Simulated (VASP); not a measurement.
Calculation: optB86b-vdW, VASP's PBE PAW potentials (set 64) (plane waves; VASP 6.6.1).

The input files of a VASP run:

### KPOINTS
```
Automatic mesh
0
Gamma
19 19 19
0 0 0
```

POSCAR:
```
V
1.4854490
 -1.0000002510   1.0000002510   1.0000002510
  1.0000002510  -1.0000002510   1.0000002510
  1.0000002510   1.0000002510  -1.0000002510
V
1
Cartesian
  0.0000000000   0.0000000000   0.0000000000
```

**INCAR**
```
SYSTEM = V
PREC = Accurate
ENCUT = 520
EDIFF = 1E-7
NELM = 100
ALGO = Normal
LREAL = .FALSE.
LASPH = .TRUE.
ISMEAR = -5
GGA = MK
PARAM1 = 0.1234
PARAM2 = 1.0
LUSE_VDW = .TRUE.
AGGAC = 0.0
LMAXMIX = 4
LWAVE = .FALSE.
LCHARG = .TRUE.
LORBIT = 11
NEDOS = 601
ISIF = 2
```

POTCAR, in this order: V_sv (PBE.64 set). Program: vasp_std.

The resulting files:

File OUTCAR:
```
 ion  position               nearest neighbor table
   1  0.000  0.000  0.000-
  LATTYP: Found a body centered cubic cell.
 ALAT       =     2.9708987456
 Subroutine PRICEL returns:
 Original cell was already a primitive cell.
 Subroutine GETGRP returns: Found 48 space group operations
The static configuration has the point symmetry O_h .
The dynamic configuration has the point symmetry O_h .
 Subroutine INISYM returns: Found 48 space group operations
 Subroutine IBZKPT returns following result:
 Found    220 irreducible k-points:

 Following reciprocal coordinates:
            Coordinates               Weight
  0.000000  0.000000  0.000000      1.000000
  0.052632  0.000000  0.000000     12.000000
  0.105263  0.000000  0.000000     12.000000
  0.157895  0.000000  0.000000     12.000000
  0.210526  0.000000  0.000000     12.000000
  0.263158  0.000000  0.000000     12.000000
  0.315789  0.000000  0.000000     12.000000
  0.368421  0.000000  0.000000     12.000000
  0.421053  0.000000  0.000000     12.000000
  0.473684  0.000000  0.000000     12.000000
  0.052632  0.052632  0.000000     24.000000
  0.105263  0.052632  0.000000     48.000000
  0.157895  0.052632  0.000000     48.000000
  0.210526  0.052632  0.000000     48.000000
  0.263158  0.052632  0.000000     48.000000
  0.315789  0.052632 -0.000000     48.000000
  0.368421  0.052632  0.000000     48.000000
  0.421053  0.052632  0.000000     48.000000
  0.473684  0.052632  0.000000     24.000000
  0.105263  0.105263  0.000000     24.000000
  0.157895  0.105263  0.000000     48.000000
  0.210526  0.105263  0.000000     48.000000
  0.263158  0.105263 -0.000000     48.000000
  0.315789  0.105263 -0.000000     48.000000
  0.368421  0.105263  0.000000     48.000000
...
```

**OSZICAR**
```
       N       E                     dE             d eps       ncg     rms          rms(c)
DAV:   1     0.878517379089E+02    0.87852E+02   -0.73455E+03  4408   0.143E+03
DAV:   2    -0.595525538011E+01   -0.93807E+02   -0.92111E+02  4528   0.368E+02
DAV:   3    -0.736034279824E+01   -0.14051E+01   -0.13795E+01  4588   0.530E+01
DAV:   4    -0.736926758572E+01   -0.89248E-02   -0.89156E-02  4490   0.440E+00
DAV:   5    -0.736936711441E+01   -0.99529E-04   -0.99517E-04  4552   0.467E-01    0.192E+01
DAV:   6    -0.607229051365E+01    0.12971E+01   -0.51808E+00  4420   0.345E+01    0.206E+00
DAV:   7    -0.605410301468E+01    0.18187E-01   -0.22508E-02  4430   0.224E+00    0.107E+00
DAV:   8    -0.604669726487E+01    0.74057E-02   -0.68469E-03  4448   0.143E+00    0.531E-02
DAV:   9    -0.604673377523E+01   -0.36510E-04   -0.74085E-05  4440   0.147E-01    0.328E-02
DAV:  10    -0.604674680604E+01   -0.13031E-04   -0.13070E-05  4410   0.432E-02    0.252E-03
DAV:  11    -0.604674697847E+01   -0.17243E-06   -0.22494E-07  4212   0.735E-03    0.821E-04
DAV:  12    -0.604674729066E+01   -0.31219E-06   -0.30067E-08  2214   0.281E-03    0.404E-04
DAV:  13    -0.604674728348E+01    0.71782E-08   -0.26966E-09  2202   0.805E-04
   1 F= -.60467473E+01 E0= -.60467473E+01  d E =0.000000E+00
```

### OUTCAR
```
------------------------ aborting loop because EDIFF is reached ----------------------------------------
  FORCE on cell =-STRESS in cart. coord.  units (eV):
  Direction    XX          YY          ZZ          XY          YZ          ZX
  --------------------------------------------------------------------------------------
  Total        0.0135190      0.0135190      0.0135190      0.0000000      0.0000000     -0.0000000
  in kB        1.6520456      1.6520456      1.6520456      0.0000000      0.0000000     -0.0000000
  external PRESSURE =       1.6520456 kB  Pullay stress =       0.0000000 kB
  volume of cell :       13.11
      direct lattice vectors                 reciprocal lattice vectors
    -1.485449373  1.485449373  1.485449373     0.000000000  0.336598479  0.336598479
     1.485449373 -1.485449373  1.485449373     0.336598479  0.000000000  0.336598479
     1.485449373  1.485449373 -1.485449373     0.336598479  0.336598479  0.000000000
 POSITION                                       TOTAL-FORCE (eV/Angst)
 -----------------------------------------------------------------------------------
      0.00000      0.00000      0.00000        -0.000000     -0.000000     -0.000000
 -----------------------------------------------------------------------------------
    total drift:                               -0.000000     -0.000000      0.000000
  FREE ENERGIE OF THE ION-ELECTRON SYSTEM (eV)
  ---------------------------------------------------
  free  energy   TOTEN  =        -6.0467472835 eV

  energy  without entropy=       -6.0467472835  energy(sigma->0) =       -6.04674728

 total charge

# of ion       s       p       d       tot
------------------------------------------
    1        2.351   6.229   3.137  11.717
```
(Selected blocks of OUTCAR.)

For a metal the tetrahedron method with Blöchl corrections gives inexact stress and forces.

The compound is V in the bcc structure. It was relaxed first, which changed the volume by -6 %. The run is not spin-polarised, so no magnetic state was tried.
